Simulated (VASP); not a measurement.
Method: PBE GGA with spin-orbit coupling, VASP's PBE PAW potentials (set 64) (plane waves; VASP).

A VASP calculation is set up with these files.

**POSCAR**
```
CuI
1
    0.0000000000     3.0250000000     3.0250000000
    3.0250000000     0.0000000000     3.0250000000
    3.0250000000     3.0250000000     0.0000000000
Cu I
1 1
Direct
  0.0000000000   0.0000000000   0.0000000000
  0.2500000000   0.2500000000   0.2500000000
```

### INCAR
```
SYSTEM = CuI
PREC = Accurate
ENCUT = 300
EDIFF = 1E-6
NELM = 100
ALGO = Normal
LREAL = .FALSE.
LASPH = .TRUE.
ISMEAR = -1
SIGMA = 0.01
GGA = PE
LMAXMIX = 4
LWAVE = .FALSE.
LCHARG = .FALSE.
ISIF = 2
LSORBIT = .TRUE.
LNONCOLLINEAR = .TRUE.
MAGMOM = 0.0 0.0 0.0 0.0 0.0 0.0
GGA_COMPAT = .FALSE.
LORBIT = 11
```

### KPOINTS
```
Regular mesh
0
G
 5 5 5
```

POTCAR, in this order: Cu I (PBE.64 set). Program: vasp_ncl.

The run wrote:

OSZICAR:
```
       N       E                     dE             d eps       ncg     rms          rms(c)
DAV:   1     0.113595121226E+03    0.11360E+03   -0.53595E+03   728   0.949E+02
DAV:   2     0.317017377577E+01   -0.11042E+03   -0.10494E+03   736   0.254E+02
DAV:   3    -0.547865498146E+01   -0.86488E+01   -0.84899E+01   984   0.883E+01
DAV:   4    -0.588530541656E+01   -0.40665E+00   -0.40585E+00   954   0.187E+01
DAV:   5    -0.590332905477E+01   -0.18024E-01   -0.18023E-01  1094   0.373E+00    0.634E+00
DAV:   6    -0.581966674699E+01    0.83662E-01   -0.34465E+00   852   0.506E+01    0.402E+00
DAV:   7    -0.568188285948E+01    0.13778E+00   -0.80579E-01   852   0.304E+01    0.236E+00
DAV:   8    -0.568724629025E+01   -0.53634E-02   -0.65727E-02  1124   0.445E+00    0.111E+00
DAV:   9    -0.568298253213E+01    0.42638E-02   -0.12329E-02   984   0.321E+00    0.283E-01
DAV:  10    -0.568242461914E+01    0.55791E-03   -0.26860E-03  1114   0.128E+00    0.176E-01
DAV:  11    -0.568251859876E+01   -0.93980E-04   -0.64121E-04  1118   0.389E-01    0.865E-02
DAV:  12    -0.568252915411E+01   -0.10555E-04   -0.75154E-05  1010   0.245E-01    0.611E-02
DAV:  13    -0.568252714983E+01    0.20043E-05   -0.62620E-06  1104   0.524E-02    0.517E-02
DAV:  14    -0.568252487161E+01    0.22782E-05   -0.12380E-05  1044   0.103E-01    0.133E-02
DAV:  15    -0.568252590795E+01   -0.10363E-05   -0.43415E-06  1088   0.239E-02    0.492E-03
DAV:  16    -0.568252582904E+01    0.78903E-07   -0.57013E-08   412   0.401E-03
   1 F= -.56825258E+01 E0= -.56825258E+01  d E =-.595654E-11  mag=     0.0000     0.0000     0.0000
```

OUTCAR:
```
------------------------ aborting loop because EDIFF is reached ----------------------------------------
  FORCE on cell =-STRESS in cart. coord.  units (eV):
  Direction    XX          YY          ZZ          XY          YZ          ZX
  --------------------------------------------------------------------------------------
  Total        0.0734979      0.0734979      0.0734979      0.0000000     -0.0000000      0.0000000
  in kB        2.1270570      2.1270570      2.1270570      0.0000000     -0.0000000      0.0000000
  external PRESSURE =       2.1270570 kB  Pullay stress =       0.0000000 kB
  volume of cell :       55.36
      direct lattice vectors                 reciprocal lattice vectors
     0.000000000  3.025000000  3.025000000    -0.165289256  0.165289256  0.165289256
     3.025000000  0.000000000  3.025000000     0.165289256 -0.165289256  0.165289256
     3.025000000  3.025000000  0.000000000     0.165289256  0.165289256 -0.165289256
  FREE ENERGIE OF THE ION-ELECTRON SYSTEM (eV)
  ---------------------------------------------------
  free  energy   TOTEN  =        -5.6825258290 eV

  energy  without entropy=       -5.6825258290  energy(sigma->0) =       -5.68252583

 total charge

# of ion       s       p       d       tot
------------------------------------------
    1        0.329   0.265   9.334   9.928
    2        1.492   2.765   0.054   4.311
--------------------------------------------------
tot          1.821   3.030   9.388  14.239

 magnetization (x)

# of ion       s       p       d       tot
------------------------------------------
    1       -0.000   0.000   0.000  -0.000
    2        0.000   0.000   0.000   0.000
--------------------------------------------------
tot         -0.000   0.000   0.000  -0.000

 magnetization (y)

# of ion       s       p       d       tot
------------------------------------------
    1        0.000   0.000   0.000   0.000
    2        0.000   0.000  -0.000  -0.000
--------------------------------------------------
tot          0.000   0.000  -0.000   0.000

 magnetization (z)

# of ion       s       p       d       tot
------------------------------------------
    1       -0.000   0.000  -0.000  -0.000
    2       -0.000   0.000  -0.000  -0.000
--------------------------------------------------
tot         -0.000   0.000  -0.000  -0.000

 Ion:    1  E_soc:     -0.0099890

 Ion:    2  E_soc:     -0.2528667
```
(Selected blocks of OUTCAR.)

At this cut-off the stress carries a Pulay error, which pulls relaxed volumes low.

The structure is a typed CuI crystal (F-43m). The cell was not relaxed at this level. The run is one of a series of settings (GGA_COMPAT = .FALSE., LNONCOLLINEAR = .TRUE., LSORBIT = .TRUE., MAGMOM = 0.0 0.0 0.0 0.0 0.0 0.0, program vasp_ncl against the base run), some of them coarse on purpose.
